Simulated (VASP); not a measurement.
# Which native defect does NbSi2 form most easily?, part 5 of 7

Which native defect is cheapest in NbSi2, and how does that change with the growth condition? The start is a cell from a database of measured crystal structures.

VASP 6.6.1, plane waves and PAW; the level of theory is named at each step.

So far, formation energy of the neutral defect (eV): step 7 (this defect's formation energies, 35 atoms, defect vacancy …) 4.00.

**8. The defect cell, 35 atoms, defect Si vacancy**

This step: LDA; plane waves and PAW (Nb_pv, Si) (VASP 6.6.1).

System of this step: Nb12Si23. The cell holds 35 atoms: 12 Nb and 23 Si. Cell: a = 10.521 Å, b = 10.521 Å, c = 8.099 Å, α = 120.3°, β = 120.3°, γ = 102.9°. It derives from NbSi2. Nearest the centre at fractional (0.163, 0.243, 0.239): Si32 at 2.55 Å, Si19 at 2.55 Å, Nb6 at 2.60 Å, Nb9 at 2.60 Å, Si25 at 2.62 Å, Nb3 at 2.71 Å, Nb1 at 2.71 Å, Nb4 at 2.80 Å.

INCAR

```
SYSTEM = Nb12Si23
PREC = Normal
ENCUT = 300
EDIFF = 1E-05
NELM = 120
ISMEAR = 1
SIGMA = 0.2
LREAL = Auto
ALGO = Fast
GGA = CA
NBANDS = 136
LASPH = .TRUE.
LORBIT = 11
LWAVE = .FALSE.
LCHARG = .TRUE.
KPAR = 4
NCORE = 2
IBRION = 2
NSW = 50
ISIF = 2
EDIFFG = -0.03
POTIM = 0.4
MAXMIX = 40
ISYM = 2
```

POSCAR

```
Nb12Si23
1.0
   -7.1237943943      4.1129246112      6.5598623299
    7.1237943943     -4.1129246112      6.5598623299
    2.3745981315      4.1129246112     -6.5598623299
Nb Si
12 23
Direct
    0.3333333300      0.0833333300      0.2500000000
    0.8333333300      0.5833333300      0.2500000000
    0.8333333300      0.0833333300      0.7500000000
    0.3333333300      0.5833333300      0.7500000000
    0.6666666700      0.6666666700      0.5000000000
    0.1666666700      0.1666666700      0.5000000000
    0.1666666700      0.6666666700      0.0000000000
    0.6666666700      0.1666666700      0.0000000000
    0.2500000000      0.5000000000      0.2500000000
    0.7500000000      0.0000000000      0.2500000000
    0.7500000000      0.5000000000      0.7500000000
    0.2500000000      0.0000000000      0.7500000000
    0.6630141400      0.7426949500      0.2390424200
    0.6630141400      0.2426949500      0.7390424200
    0.1630141400      0.7426949500      0.7390424200
    0.8369858600      0.4963474700      0.5000000000
    0.3369858600      0.9963474700      0.5000000000
    0.3369858600      0.4963474700      0.0000000000
    0.8369858600      0.9963474700      0.0000000000
    0.5906383900      0.6703191900      0.7609575800
    0.0906383900      0.1703191900      0.7609575800
    0.0906383900      0.6703191900      0.2609575800
    0.5906383900      0.1703191900      0.2609575800
    0.5036525300      0.4239717200      0.7609575800
    0.0036525300      0.9239717200      0.7609575800
    0.0036525300      0.4239717200      0.2609575800
    0.5036525300      0.9239717200      0.2609575800
    0.4963474700      0.8369858600      0.5000000000
    0.9963474700      0.3369858600      0.5000000000
    0.9963474700      0.8369858600      0.0000000000
    0.4963474700      0.3369858600      0.0000000000
    0.4093616100      0.3296808100      0.2390424200
    0.9093616100      0.8296808100      0.2390424200
    0.9093616100      0.3296808100      0.7390424200
    0.4093616100      0.8296808100      0.7390424200
```

KPOINTS

```
Automatic mesh
0
Gamma
5 5 5
0 0 0
```

The projector-augmented-wave data sets are Nb_pv and Si (LDA family, release 64).

The run is started by

```console
$ mpirun -np 8 vasp_std
```

Log:

```text
[... set-up lines as in an earlier step ...]
 entering main loop
       N       E                     dE             d eps       ncg     rms          rms(c)
DAV:   1     0.154123823707E+04    0.15412E+04   -0.75514E+04 17664   0.107E+03
DAV:   2    -0.122305862104E+03   -0.16635E+04   -0.16109E+04 17560   0.452E+02
DAV:   3    -0.291747527311E+03   -0.16944E+03   -0.15881E+03 23584   0.105E+02
DAV:   4    -0.301565615737E+03   -0.98181E+01   -0.95334E+01 22584   0.272E+01
DAV:   5    -0.301874569451E+03   -0.30895E+00   -0.30622E+00 23696   0.484E+00    0.852E+01
RMM:   6    -0.291009912469E+03    0.10865E+02   -0.47738E+01 20614   0.182E+01    0.281E+01
RMM:   7    -0.291286832299E+03   -0.27692E+00   -0.17408E+01 23047   0.753E+00    0.139E+01
RMM:   8    -0.290736122936E+03    0.55071E+00   -0.13062E+00 20343   0.314E+00    0.113E+01
RMM:   9    -0.290668834623E+03    0.67288E-01   -0.18054E+00 20453   0.283E+00    0.387E+00
RMM:  10    -0.290605752890E+03    0.63082E-01   -0.31687E-01 18312   0.228E+00    0.757E-01
RMM:  11    -0.290614033606E+03   -0.82807E-02   -0.11009E-01 21950   0.724E-01    0.131E+00
RMM:  12    -0.290613107849E+03    0.92576E-03   -0.21055E-02 23386   0.355E-01    0.828E-01
RMM:  13    -0.290608924045E+03    0.41838E-02   -0.39945E-02 21156   0.456E-01    0.297E-01
RMM:  14    -0.290609243246E+03   -0.31920E-03   -0.53941E-03 23339   0.167E-01    0.164E-01
RMM:  15    -0.290608995142E+03    0.24810E-03   -0.68546E-04 19154   0.783E-02    0.867E-02
RMM:  16    -0.290608970913E+03    0.24229E-04   -0.46952E-04 17604   0.408E-02    0.610E-02
RMM:  17    -0.290608980865E+03   -0.99521E-05   -0.19328E-04 18161   0.261E-02    0.517E-02
RMM:  18    -0.290608985844E+03   -0.49784E-05   -0.52801E-05 12949   0.144E-02
   1 F= -.29060899E+03 E0= -.29061228E+03  d E =-.290609E+03
 curvature:   0.00 expect dE= 0.000E+00 dE for cont linesearch  0.000E+00
 trial: gam= 0.00000 g(F)=  0.135E+00 g(S)=  0.000E+00 ort = 0.000E+00 (trialstep = 0.100E+01)
 search vector abs. value=  0.135E+00
 bond charge predicted
       N       E                     dE             d eps       ncg     rms          rms(c)
DAV:   1    -0.290632888776E+03   -0.23908E-01   -0.62346E+00 19232   0.105E+01    0.104E+00
RMM:   2    -0.290695423102E+03   -0.62534E-01   -0.77660E-01 19012   0.341E+00    0.151E+00
RMM:   3    -0.290714633446E+03   -0.19210E-01   -0.17182E-01 22030   0.170E+00    0.728E-01
RMM:   4    -0.290717239466E+03   -0.26060E-02   -0.35256E-02 22866   0.612E-01    0.773E-01
RMM:   5    -0.290717138819E+03    0.10065E-03   -0.96897E-03 21764   0.392E-01    0.520E-01
RMM:   6    -0.290717109019E+03    0.29800E-04   -0.36088E-03 20621   0.188E-01    0.374E-01
RMM:   7    -0.290717129714E+03   -0.20695E-04   -0.11324E-03 23316   0.119E-01    0.253E-01
RMM:   8    -0.290717014425E+03    0.11529E-03   -0.88120E-04 20934   0.802E-02    0.171E-01
RMM:   9    -0.290717039515E+03   -0.25090E-04   -0.25717E-04 22352   0.406E-02    0.997E-02
RMM:  10    -0.290717040134E+03   -0.61902E-06   -0.44324E-05 12226   0.189E-02
   2 F= -.29071704E+03 E0= -.29072051E+03  d E =-.108054E+00
[... from here on, the cycles between the ionic steps are left out ...]
   3 F= -.29077921E+03 E0= -.29078266E+03  d E =-.170219E+00
   4 F= -.29082096E+03 E0= -.29082421E+03  d E =-.417521E-01
   5 F= -.29082780E+03 E0= -.29083093E+03  d E =-.485988E-01
   6 F= -.29083757E+03 E0= -.29084059E+03  d E =-.976936E-02
   7 F= -.29083926E+03 E0= -.29084222E+03  d E =-.114606E-01
   8 F= -.29084152E+03 E0= -.29084443E+03  d E =-.225402E-02
   9 F= -.29084175E+03 E0= -.29084465E+03  d E =-.248874E-02
 curvature:  -1.41 expect dE=-0.966E-03 dE for cont linesearch -0.880E-06
 trial: gam= 0.37778 g(F)=  0.685E-03 g(S)=  0.000E+00 ort = 0.402E-04 (trialstep = 0.174E+01)
 search vector abs. value=  0.109E-02
 bond charge predicted
       N       E                     dE             d eps       ncg     rms          rms(c)
DAV:   1    -0.290840622194E+03    0.11352E-02   -0.13961E-01 18064   0.160E+00    0.201E-01
RMM:   2    -0.290842078429E+03   -0.14562E-02   -0.17575E-02 19028   0.509E-01    0.133E-01
RMM:   3    -0.290842413862E+03   -0.33543E-03   -0.35112E-03 19929   0.258E-01    0.895E-02
RMM:   4    -0.290842501169E+03   -0.87308E-04   -0.98935E-04 22956   0.100E-01    0.769E-02
RMM:   5    -0.290842510110E+03   -0.89403E-05   -0.19881E-04 19265   0.575E-02    0.738E-02
RMM:   6    -0.290842513105E+03   -0.29956E-05   -0.60277E-05 14994   0.263E-02
  10 F= -.29084251E+03 E0= -.29084540E+03  d E =-.759671E-03
 trial-energy change:   -0.000760  1 .order   -0.000741   -0.001218   -0.000265
 step:   2.2215(harm=  2.2215)  dis= 0.00360  next Energy=  -290.842531 (dE=-0.778E-03)
 reached required accuracy - stopping structural energy minimisation
```

Elapsed: 15 min, on 8 MPI ranks of Intel Xeon 6975P-C (Granite Rapids), shared host; peak memory 5.1 GiB; 1.9 h of CPU time.

Parts of OUTCAR (step 8):

```text
   k-points           NKPTS =     63   k-points in BZ     NKDIM =     63   number of bands    NBANDS=    136

   NELECT =     224.0000    total number of electrons

 E-fermi :   8.4968

 k-point     1 :       0.0000    0.0000    0.0000
  band No.  band energies     occupation
    ...
    109       7.9331      2.00050
    110       8.0479      2.00671
    111       8.1648      2.04063
    112       8.3502      1.94186
    113       8.5466      0.59306
    114       8.5658      0.45279
    115       8.7683     -0.06642
    116       9.0932     -0.00021
    117       9.4552     -0.00000
    118       9.5549     -0.00000
    ...

  Total       -2.4020513     -2.1185710     -3.8144468     -0.4593486      1.1310206     -0.6987687
  in kB       -7.5087437     -6.6225923    -11.9238514     -1.4359107      3.5355380     -2.1843309
  external PRESSURE =      -8.6850625 kB  Pullay stress =       0.0000000 kB

 POSITION                                       TOTAL-FORCE (eV/Angst)
 -----------------------------------------------------------------------------------
     -1.19538      2.08365      1.10080        -0.003768      0.008619      0.003117
     -1.18281      2.06122      7.64956        -0.004287      0.000676      0.006547
     -3.54463      6.14414      1.08961         0.001127     -0.008300     -0.004352
      3.62407      2.08931      1.09670        -0.000284     -0.000149     -0.006500
      1.17010      2.06233      5.47341        -0.007320      0.003899     -0.002591
      1.16638      2.07377     -1.14033        -0.001582      0.001666     -0.005899
      3.54917     -2.04365      5.46721        -0.002201      0.001798      0.002802
     -3.56781      2.05989      5.46655        -0.009517      0.001636     -0.003344
      2.37170     -0.02085      3.30702         0.005674     -0.003542     -0.006437
      2.37464     -0.00697      9.82400         0.002871     -0.008593      0.005732
      0.00547      4.09944      3.29853         0.000059     -0.002199     -0.000655
      7.12116     -0.02631      3.28335        -0.000021     -0.005233     -0.002342
      1.12478      0.66474      7.65088         0.012380     -0.000876      0.002869
     -1.20520      4.78371      1.09960        -0.003542     -0.001255     -0.011018
      5.89800      0.64805      1.09256         0.006184      0.009007      0.000502
     -1.25060      3.46196      5.47663         0.000193      0.000727     -0.010473
      5.87926     -0.65901      5.46606        -0.004041      0.007651     -0.002677
      3.50488      3.46026     -1.08965        -0.002964      0.001712      0.009991
     -5.97809      3.49764      5.50817         0.005274      0.010044      0.016932
      2.38233      2.74462      3.28223         0.001596     -0.004759      0.005072
      2.38817      2.80608     -3.32028        -0.000500     -0.004617      0.000096
      4.73273     -1.30717      3.26256         0.000922     -0.009457     -0.003325
     -2.36255      2.78305      3.29344         0.001379     -0.013357     -0.004454
      1.22962      3.32737      1.11091         0.007316     -0.006502      0.009222
[...]
-----------------------------------------------------------------------------------
    total drift:                                0.002796      0.014046      0.011086

  FREE ENERGIE OF THE ION-ELECTRON SYSTEM (eV)
  ---------------------------------------------------
  free  energy   TOTEN  =      -290.8425131052 eV

  energy  without entropy=     -290.8511783779  energy(sigma->0) =     -290.84540153

[... 5 parts as in an earlier step ...]

[... 12 further parts left out ...]
```

The steps of the relaxation:

| step | energy less that of the first step (eV) | largest force (eV/Å) |
| --- | --- | --- |
| 1 | 0.0000 | 0.7875 |
| 2 | -0.1081 | 0.5423 |
| 3 | -0.1702 | 0.3054 |
| 4 | -0.2120 | 0.1462 |
| 5 | -0.2188 | 0.1307 |
| 6 | -0.2286 | 0.0779 |
| 7 | -0.2303 | 0.0733 |
| 8 | -0.2325 | 0.0383 |
| 9 | -0.2328 | 0.0437 |
| 10 | -0.2335 | 0.0223 |

The atoms that moved most (Å):

| atom | dx | dy | dz | length |
| --- | --- | --- | --- | --- |
| Si24 | -0.010 | -0.130 | 0.018 | 0.132 |
| Si26 | -0.117 | 0.056 | -0.018 | 0.131 |
| Si29 | -0.068 | 0.022 | 0.020 | 0.074 |
| Nb4 | 0.062 | 0.033 | 0.003 | 0.070 |
| Si25 | 0.053 | 0.030 | 0.004 | 0.061 |
| Si32 | 0.038 | -0.001 | -0.046 | 0.060 |
| Si19 | 0.010 | 0.040 | 0.042 | 0.059 |
| Si20 | 0.008 | -0.057 | 0.002 | 0.058 |

The relaxed structure:

```cif
data_structure
_symmetry_space_group_name_H-M 'P 1'
_symmetry_Int_Tables_number 1
_cell_length_a 10.5212
_cell_length_b 10.5212
_cell_length_c 8.0986
_cell_angle_alpha 120.333
_cell_angle_beta 120.333
_cell_angle_gamma 102.857
_cell_volume 512.54
loop_
_atom_site_label
_atom_site_type_symbol
_atom_site_fract_x
_atom_site_fract_y
_atom_site_fract_z
_atom_site_occupancy
Nb1 Nb 0.33721 0.08471 0.25411 1
Nb2 Nb 0.83364 0.58382 0.25134 1
Nb3 Nb 0.82998 0.08333 0.74721 1
Nb4 Nb 0.33758 0.59213 0.76253 1
Nb5 Nb 0.66790 0.66573 0.49926 1
Nb6 Nb 0.16519 0.16193 0.50095 1
Nb7 Nb 0.16827 0.66616 0.00100 1
Nb8 Nb 0.66708 0.16625 0.00000 1
Nb9 Nb 0.24953 0.50049 0.24589 1
Nb10 Nb 0.74795 0.99838 0.24873 1
Nb11 Nb 0.74978 0.50117 0.74812 1
Nb12 Nb 0.24706 0.99838 0.74492 1
Si13 Si 0.66397 0.74198 0.23963 1
Si14 Si 0.66536 0.24770 0.74543 1
Si15 Si 0.16206 0.74361 0.73912 1
Si16 Si 0.83830 0.49620 0.49963 1
Si17 Si 0.33651 0.99555 0.49880 1
Si18 Si 0.33760 0.49627 0.99998 1
Si19 Si 0.84504 0.00306 0.00842 1
Si20 Si 0.58383 0.66782 0.75130 1
Si21 Si 0.08805 0.16892 0.76312 1
Si22 Si 0.08977 0.66749 0.25990 1
Si23 Si 0.58936 0.17146 0.25876 1
Si24 Si 0.48918 0.41638 0.73621 1
Si25 Si 0.00760 0.93167 0.77203 1
Si26 Si 0.00912 0.41371 0.25886 1
Si27 Si 0.50522 0.92778 0.26703 1
Si28 Si 0.49830 0.83497 0.50217 1
Si29 Si 0.00057 0.33271 0.49690 1
Si30 Si 0.99990 0.84376 0.00344 1
Si31 Si 0.49614 0.33729 0.00187 1
Si32 Si 0.40567 0.33007 0.24277 1
Si33 Si 0.90655 0.82671 0.23567 1
Si34 Si 0.90877 0.32966 0.73693 1
Si35 Si 0.40893 0.83004 0.73889 1
```

Numbers from this step:

| Property | Result |
| --- | --- |
| electronic cycles | 93 |
| electrons | 224 |
| free energy (TOTEN) | -290.8425 eV |
| energy at zero smearing | -290.8454 eV |
| Fermi energy | 8.497 eV |

Valence density in the ab plane at fractional z = 0.239, through the centre, with atoms of Nb and Si within 0.45 Å of it. It is the smooth field of the valence electrons, not physical close to the nuclei.

Ten steps, logarithmic in the rise over the least value, from '0' (0.0 e/Å³) to '9' (4.2 e/Å³), each cell a mean:
```
444444445554455455558999754444
444444444444552245456887544444
443344444444543345445555455455
433334444444554444445544554034
433344445444444434455555553244
444444444444433334431455555554
444455444444433344432454455544
542355444444444445555555565544
542454444444444444444456888655
555554556544444444444468999755
455445788754444444444468998644
444457999864444444444467886544
455557999754444444444445554445
245556787544444444444444444454
145444444455455444344444444553
444332233454034433334444444554
433222223443244433344445444444
322211223455554444444444444443
322211223445544444455444444433
332222234565544540355444444444
443322346888655542454444444444
444333468999755555554555544444
444444468998654555445788754444
444444457886545554457999864444
```
Columns run along a (10.5 Å), rows up along b (10.5 Å). Atoms in or near the plane, at fractional coordinates: Nb at (0.34, 0.08), Nb at (0.83, 0.58), Nb at (0.25, 0.50), Nb at (0.75, 0.00), Si at (0.66, 0.74), Si at (0.09, 0.67), Si at (0.59, 0.17), Si at (0.01, 0.41), Si at (0.51, 0.93), Si at (0.41, 0.33), Si at (0.91, 0.83).

The run ended after 10 ionic steps, 0.234 eV below its first step, once the forces on the free atoms met EDIFFG = -0.03.

The 10 first neighbours (Nb and Si) lie 2.68 Å from the site on average (2.55 to 2.80) in the perfect crystal and 2.65 Å on average after the relaxation (-0.9 %, spread from 2.49 to 2.87 Å).

**9. This defect's formation energies, 35 atoms, defect vacancy, element Si**

This step: point defect, LDA; plane waves and PAW (VASP 6.6.1).

No new run; the numbers come from the runs before.

This step gave:

```
formation energy of the neutral defect : 2.849 eV
```

Formation energy:

| formation energy (eV) | largest move (Å) |
| --- | --- |
| 2.849 | 0.1317 |

E_f is E(defect cell) less E(perfect cell), corrected for the atoms exchanged with their references.

References, in eV an atom: Nb -11.136 (crystal Im-3m) and Si -5.958 (crystal Fd-3m). They were run at the supercell's cutoff and functional, without U, and count both elements from their own phases.

The formation energy is 2.849 eV, and the largest move of an atom 0.13 Å.

(Part 5 of 7 ends here.)

[Lines on the potential files, build, host, timing and source positions are cut from VASP's logs without a mark.]

[Logs are printed without paths, hosts, clocks, repeated set-up lines and the standing remarks that a program may print on its own settings, such as how far it seeks lower states.]

[Hosts, paths, dates, database ids (printed as entryN), source tags and the programs' standing remarks are cut or masked in the printed files.]

[In band tables of VASP the shares of atoms and orbitals are scaled to a sum of 1 inside the atoms' spheres.]

[Runs that stopped without an error message from VASP are left out.]
